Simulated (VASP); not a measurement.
ZnS: energy against volume

ZnS (zinc blende, F-43m, 18.594 Å³/atom and stress up to 0.13 GPa in the relaxed cell, cube axes along x, y and z) under an equal strain ε along all three axes. LDA in VASP (plane waves, PAW), 480 eV, 10×10×10 Γ-centred mesh, Gaussian smearing 0.05 eV; ions are relaxed, or left where forces stay under 0.02 eV/Å, within the symmetry of each cell. Against the start cell, which lies near the measured one, the relaxed cell differs by -6.1 % in volume; the values below rest on it.

Here V stands for volume and E for E less E0.

```
volume (Å³/atom)  E less E0 (meV/atom)  pressure (GPa)
----------------  --------------------  --------------
16.9703                              ?               ?
17.5006                          20.89            6.16
17.7698                          11.83            4.50
18.0418                           5.41            2.94
18.3165                           1.51            1.49
18.5941                           0.00            0.13
18.8744                           0.76           -1.13
19.1575                           3.69           -2.30
19.4434                           8.66           -3.38
19.7322                          15.57           -4.39
```

Fit E of the 9 rows that show it with the third-order Birch-Murnaghan form, a cubic in V^(-2/3). With u = V^(-2/3) - 0.143, the rows have u = 0.005354, 0.003851, 0.002372, 0.000915, -0.000521, -0.001935, -0.003329, -0.004701, -0.006054. Least squares gives E = 0.282 + 830.3·u + 559437·u² + 840041·u³. Residuals (row less fit): -0.003, 0.006, 0.000, -0.001, -0.001, -0.004, 0.003, 0.005, -0.003; standard error 0.005 (degrees of freedom: 5). Its minimum lies at u = -0.000743, so V0 = (0.142257)^(-3/2) = 18.64. There d²E/du² = 1115000 and d³E/du³ = 5040000, so B0 = (4/9) × 18.64^(-7/3) × 1115000 × 0.160218 = 86.2 GPa (the last factor turns the table's units into GPa), and B0' = 4 + (2/3) × 0.142257 × (5040000)/1115000 = 4.4. B0' rests on the cubic coefficient alone and has a standard error of 0.1 from these residuals.

### Question
Estimate the missing E (V = 16.9703); what did the run itself give?

### Answer
u = 0.008428, so E = 0.282 + 830.3 × 0.008428 + 559437 × 0.008428² + 840041 × 0.008428³ = 47.520 meV/atom. The calculation gives 47.51 meV/atom, 0.010 meV/atom below the prediction (0.0 % of the range of E in the table). The row lies outside the fitted rows, so this is an extrapolation. The scatter of the fitted rows lies at the last printed digit.

Other structures, which can take over under pressure, weren't tried. The same form fitted to the pressure column gives B0' = 4.5; series where the two differ by over 0.4 aren't shown. Rows are the converged runs of the series near zero and its far end, less any whose ions stayed unrelaxed beside relaxed ones; series whose fitted rows scatter by over a few per cent of the range, as at a crossing or softening among them, aren't shown in this form.
